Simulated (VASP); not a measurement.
# CdSe (zinc blende): computed properties

Computed with r2SCAN meta-GGA, VASP's PBE PAW potentials (set 64) (plane waves; VASP).

| Quantity | Value |
|---|---|
| space group | F-43m (216) |
| cell | a = 6.126 Å, b = 6.126 Å, c = 6.126 Å, α = 90.00°, β = 90.00°, γ = 90.00° |
| volume per atom | 28.74 Å³/atom |
| band gap (over mesh and band path) | 1.04 eV |
| smallest direct gap (over mesh and band path) | 1.04 eV |
| band-edge character | direct, Γ to Γ |
| density | 5.53 g/cm³ |
| mean ε∞ (independent particles) | 6.58 |

CdSe has the cubic space group F-43m (No. 216), the zinc blende structure, Pearson symbol cF8. Lattice parameters: a = 6.126 Å, b = 6.126 Å, c = 6.126 Å, α = 90.00°, β = 90.00°, γ = 90.00°. Cd on 4a has 4 Se at 2.653 Å (tetrahedral). Se on 4d sees 4 Cd at 2.653 Å (tetrahedral). (Neighbours: up to the widest gap in distance over summed covalent radii, below 1.35, at either atom; cation-cation and far metal-metal contacts left out.)
(The calculation used a cell of 2 atoms; values per cell refer to that cell.)

Measured: a 6.077 Å (computed value off by +0.8 %), as given by arXiv:1206.3780. The calculation is for a static lattice, while the measured a holds thermal and zero-point effects, which are part of the difference.

The compound is CdSe in the zinc blende structure, whereas wurtzite is the usual form. It was relaxed first. Symmetry was kept, so distortions that lower it aren't found.
